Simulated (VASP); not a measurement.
Input:

```
SnS2
1.0
    1.82678    -3.16408     0.00000
    1.82678     3.16408     0.00000
    0.00000     0.00000     6.01747
Sn S
1 2
Direct
  0.00000   0.00000   0.00000
  0.33333   0.66667   0.24495
  0.66667   0.33333   0.75505
```

These are PBEsol GGA, VASP's PBE PAW potentials (set 64) (plane waves; VASP) values and carry that method's errors. Run with 400 eV cut-off, Gaussian smearing of 0.050 eV, potentials Sn_d S.

Without a dispersion term in the relaxation, distances and binding between the weakly bound layers, chains or molecules are unreliable, and so is what depends on them. Unless said otherwise, spin-orbit coupling is left out, though it shifts the bands of the heavy elements here.

Q: What does the run give for the band gap (along the path) with the smallest direct gap where there is one?

A: 
* **band gap (along the path)**: 1.41 eV
* **smallest direct gap (along the path)**: 1.82 eV

Only differences to runs with the same potentials and settings are physical.

The compound is SnS2 in the 1T layered structure. It was relaxed first.
